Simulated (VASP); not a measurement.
A VASP calculation is set up with these files.

INCAR:
```
SYSTEM = Be
PREC = Accurate
ENCUT = 400
EDIFF = 1E-6
NELM = 60
ALGO = VeryFast
LREAL = .FALSE.
LASPH = .TRUE.
ISMEAR = 1
SIGMA = 0.1
GGA = PE
LWAVE = .FALSE.
LCHARG = .FALSE.
ISIF = 2
NELMDL = -1
```

File KPOINTS:
```
Automatic mesh
0
Gamma
14 14 8
0 0 0
```

POSCAR:
```
Be
1
    1.1450000000    -1.9831980000     0.0000000000
    1.1450000000     1.9831980000     0.0000000000
    0.0000000000     0.0000000000     3.5800000000
Be
2
Direct
  0.3333330000   0.6666670000   0.2500000000
  0.6666670000   0.3333330000   0.7500000000
```

POTCAR, in this order: Be (PBE.64 set). Program: vasp_std.

What happens when VASP runs on this input?

There is a fault: ALGO = VeryFast starts from random orbitals with almost no delay (NELMDL = -1). Convergence was not reached. Against the sound run, the energy per atom (σ→0) rises by 22.562 eV/atom; the pressure goes up by 331.70 GPa.

File standard output:
```
...
RMM:  23     0.376103128191E+02    0.27961E-03    0.32435E-03  2649   0.219E+00    0.189E-01
RMM:  24     0.376112063507E+02    0.89353E-03    0.86443E-03  2684   0.209E+00    0.180E-01
RMM:  25     0.376109326462E+02   -0.27370E-03    0.53649E-03  2634   0.198E+00    0.175E-01
RMM:  26     0.376100055980E+02   -0.92705E-03   -0.33211E-03  2569   0.192E+00    0.183E-01
RMM:  27     0.376083492376E+02   -0.16564E-02   -0.13877E-02  2642   0.185E+00    0.177E-01
RMM:  28     0.376071442920E+02   -0.12049E-02   -0.11717E-02  2619   0.178E+00    0.178E-01
RMM:  29     0.376057909136E+02   -0.13534E-02   -0.12890E-02  2692   0.171E+00    0.190E-01
RMM:  30     0.376044750139E+02   -0.13159E-02   -0.12677E-02  2709   0.165E+00    0.208E-01
RMM:  31     0.376028248470E+02   -0.16502E-02   -0.16285E-02  2697   0.157E+00    0.211E-01
RMM:  32     0.376011755664E+02   -0.16493E-02   -0.16225E-02  2639   0.151E+00    0.216E-01
RMM:  33     0.375996331750E+02   -0.15424E-02   -0.15853E-02  2693   0.146E+00    0.208E-01
RMM:  34     0.375984916970E+02   -0.11415E-02   -0.11845E-02  2730   0.141E+00    0.207E-01
RMM:  35     0.375974811392E+02   -0.10106E-02   -0.10017E-02  2629   0.136E+00    0.207E-01
RMM:  36     0.375967122401E+02   -0.76890E-03   -0.67203E-03  2683   0.132E+00    0.197E-01
RMM:  37     0.375960927533E+02   -0.61949E-03   -0.53473E-03  2687   0.127E+00    0.188E-01
RMM:  38     0.375958336829E+02   -0.25907E-03   -0.20147E-03  2714   0.124E+00    0.178E-01
WARNING in EDDRMM: call to ZHEGV failed, returncode =   8  4      2
RMM:  39     0.375956628277E+02   -0.17086E-03   -0.13562E-03  2693   0.120E+00    0.151E-01
RMM:  40     0.375959438622E+02    0.28103E-03    0.28620E-03  2724   0.116E+00    0.121E-01
RMM:  41     0.375961647337E+02    0.22087E-03    0.21288E-03  2703   0.112E+00    0.924E-02
RMM:  42     0.375967563288E+02    0.59160E-03    0.58130E-03  2702   0.109E+00    0.800E-02
RMM:  43     0.375972391288E+02    0.48280E-03    0.47546E-03  2699   0.105E+00    0.742E-02
WARNING in EDDRMM: call to ZHEGV failed, returncode =   6  3      1
RMM:  44     0.375980067829E+02    0.76765E-03    0.76248E-03  2643   0.102E+00    0.753E-02
RMM:  45     0.375986512096E+02    0.64443E-03    0.64309E-03  2617   0.987E-01    0.771E-02
RMM:  46     0.375994772045E+02    0.82599E-03    0.82296E-03  2575   0.959E-01    0.778E-02
RMM:  47     0.376001677319E+02    0.69053E-03    0.68166E-03  2562   0.934E-01    0.743E-02
RMM:  48     0.376010037164E+02    0.83598E-03    0.83112E-03  2650   0.912E-01    0.819E-02
RMM:  49     0.376016500740E+02    0.64636E-03    0.64491E-03  2572   0.883E-01    0.844E-02
RMM:  50     0.376024272231E+02    0.77715E-03    0.78112E-03  2500   0.860E-01    0.830E-02
RMM:  51     0.376030213320E+02    0.59411E-03    0.60415E-03  2556   0.836E-01    0.850E-02
RMM:  52     0.376038492176E+02    0.82789E-03    0.75220E-03  2655   0.831E-01    0.102E-01
RMM:  53     0.376042612801E+02    0.41206E-03    0.44898E-03  2715   0.802E-01    0.123E-01
RMM:  54     0.376048318345E+02    0.57055E-03    0.61731E-03  2724   0.772E-01    0.132E-01
RMM:  55     0.376052163767E+02    0.38454E-03    0.40767E-03  2611   0.745E-01    0.136E-01
RMM:  56     0.376057160351E+02    0.49966E-03    0.49017E-03  2587   0.725E-01    0.133E-01
RMM:  57     0.376060534502E+02    0.33742E-03    0.35877E-03  2608   0.703E-01    0.149E-01
RMM:  58     0.376063965437E+02    0.34309E-03    0.36108E-03  2582   0.682E-01    0.152E-01
RMM:  59     0.376067660339E+02    0.36949E-03    0.34549E-03  2636   0.664E-01    0.138E-01
RMM:  60     0.376070432491E+02    0.27722E-03    0.28207E-03  2544   0.643E-01

 -----------------------------------------------------------------------------
|                                                                             |
|           W    W    AA    RRRRR   N    N  II  N    N   GGGG   !!!           |
|           W    W   A  A   R    R  NN   N  II  NN   N  G    G  !!!           |
|           W    W  A    A  R    R  N N  N  II  N N  N  G       !!!           |
|           W WW W  AAAAAA  RRRRR   N  N N  II  N  N N  G  GGG   !            |
|           WW  WW  A    A  R   R   N   NN  II  N   NN  G    G                |
|           W    W  A    A  R    R  N    N  II  N    N   GGGG   !!!           |
|                                                                             |
|     The electronic self-consistency was not achieved in the given           |
|     number of steps (NELM). The forces and other quantities evaluated       |
|     might not be reliable so examine the results carefully. If you find     |
|     spurious results, we suggest increasing NELM, if you were close to      |
|     convergence or switching to a different ALGO or adjusting the           |
|     density mixing parameters otherwise.                                    |
|                                                                             |
 -----------------------------------------------------------------------------

   1 F= 0.37607043E+02 E0= 0.37607295E+02  d E =-.756445E-03
```

**OUTCAR**
```
------------------------ aborting loop EDIFF was not reached (unconverged)  ----------------------------
  FORCE on cell =-STRESS in cart. coord.  units (eV):
  Direction    XX          YY          ZZ          XY          YZ          ZX
  --------------------------------------------------------------------------------------
  Total       30.9486977     30.9486923     38.1509034      0.0000000      0.0000000      0.0000000
  in kB     3049.7790518   3049.7785146   3759.5063655      0.0000000      0.0000000      0.0000000
  external PRESSURE =    3286.3546439 kB  Pullay stress =       0.0000000 kB
  volume of cell :       16.26
      direct lattice vectors                 reciprocal lattice vectors
     1.145000000 -1.983198000  0.000000000     0.436681223 -0.252118044  0.000000000
     1.145000000  1.983198000  0.000000000     0.436681223  0.252118044  0.000000000
     0.000000000  0.000000000  3.580000000     0.000000000  0.000000000  0.279329609
 POSITION                                       TOTAL-FORCE (eV/Angst)
 -----------------------------------------------------------------------------------
      1.14500      0.66107      0.89500        -0.000000     -0.000000      0.000000
      1.14500     -0.66107      2.68500         0.000000      0.000000      0.000000
 -----------------------------------------------------------------------------------
    total drift:                                0.000000      0.000007     -0.000001
  FREE ENERGIE OF THE ION-ELECTRON SYSTEM (eV)
  ---------------------------------------------------
  free  energy   TOTEN  =        37.6070432491 eV

  energy  without entropy=       37.6077996945  energy(sigma->0) =       37.60729540
```
(Selected blocks of OUTCAR.)

To mend it, set ALGO = Normal, remove NELMDL.

The mended run (PBE GGA, plane waves, VASP's PBE PAW potentials (set 64)) converges, and its OSZICAR ends with
```
   1 F= -.75175487E+01 E0= -.75174499E+01  d E =-.296529E-03
```

The compound is Be in the hcp structure. The cell was not relaxed at this level.
